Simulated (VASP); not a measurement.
Energy against volume of CsSnI$_{3}$ (cubic perovskite). Method: RPBE GGA, VASP's PBE PAW potentials (set 64) (plane waves; VASP).

| V (Å³/atom) | E (eV/atom) |
|---|---|
| 49.042 | -2.56983 |
| 50.607 | -2.58072 |
| 52.172 | -2.58660 |
| 53.737 | -2.58820 |
| 55.302 | -2.58618 |

Problem. Fit a third-order Birch-Murnaghan equation of state.

Solution. 
| Property | Result |
|---|---|
| volume per atom | 53.61 Å³/atom |
| bulk modulus | 12.9 GPa |
| pressure derivative of the bulk modulus | 4.50 |
| lattice constant a | 6.448 Å |

The compound is CsSnI3 in the cubic perovskite structure, the ideal cubic form; the compound distorts at low or room temperature. It was relaxed first, which changed the volume by +11 %.
